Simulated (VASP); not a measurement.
# From an Ansatz input to VASP: NaGeF₃ (strained cubic perovskite)

Ansatz input

```yaml
crystal:
  lattice:
    - [4.130260945, 0.0, 0.0]
    - [0.0, 4.130260945, 0.0]
    - [0.0, 0.0, 4.130260945]
  atoms:
    - { symbol: Na, position: [0.0, 0.0, 0.0] }
    - { symbol: Ge, position: [0.5, 0.5, 0.5] }
    - { symbol: F, position: [0.5, 0.5, 0.0] }
    - { symbol: F, position: [0.5, 0.0, 0.5] }
    - { symbol: F, position: [0.0, 0.5, 0.5] }
kpoints:
  mp_grid: { grid: [6, 6, 6] }
  band_path:
    path: [[0.0, 0.0, 0.0], [0.0, 0.5, 0.0], [0.5, 0.5, 0.0], [0.5, 0.5, 0.5]]
    npoints: 1
hamiltonian:
  xc: pbe
scf:
  occupations: { method: fermi_dirac, width: 0.02 }
  n_extra_bands: 5
output:
  forces: true
  stress: true
  eigenvalues: true
```

Which VASP files do the same job?



INCAR

```
NELM = 120
ENCUT = 520
LWAVE = .FALSE.
EDIFF = 1E-7
NSW = 0
LCHARG = .FALSE.
LASPH = .TRUE.
SIGMA = 0.02
LREAL = .FALSE.
ISIF = 2
ISMEAR = -1
GGA = PE
NBANDS = 29
IBRION = -1
PREC = Accurate
```

KPOINTS

```
KPOINTS created by Atomic Simulation Environment
0
Gamma
6 6 6
0 0 0
```

KPOINTS_OPT

```
special points
4
Reciprocal
0.0000000000 0.0000000000 0.0000000000 1
0.0000000000 0.5000000000 0.0000000000 1
0.5000000000 0.5000000000 0.0000000000 1
0.5000000000 0.5000000000 0.5000000000 1
```

POSCAR

```
Na Ge F
 1.0000000000000000
     4.1302609449999999    0.0000000000000000    0.0000000000000000
     0.0000000000000000    4.1302609449999999    0.0000000000000000
     0.0000000000000000    0.0000000000000000    4.1302609449999999
 Na  Ge  F
   1   1   3
Cartesian
  0.0000000000000000  0.0000000000000000  0.0000000000000000
  2.0651304724999995  2.0651304724999995  2.0651304724999995
  2.0651304724999995  2.0651304724999995  0.0000000000000000
  2.0651304724999995  0.0000000000000000  2.0651304724999995
  0.0000000000000000  2.0651304724999995  2.0651304724999995
```

VASP ran with the recommended PBE PAW datasets (42 valence electrons in the cell). Other inputs would serve too.

|  | Ansatz | VASP |
| --- | --- | --- |
| gap between bands v and c | 0.07 eV | 0.06 eV |
| least direct gap | 1.16 eV | 1.14 eV |
| pressure | 14.8 GPa | 14.7 GPa |

Each program uses its own PAW datasets. VASP's cell holds 42 valence electrons and Ansatz's 44. Ansatz's stress includes a Pulay correction; VASP's doesn't.
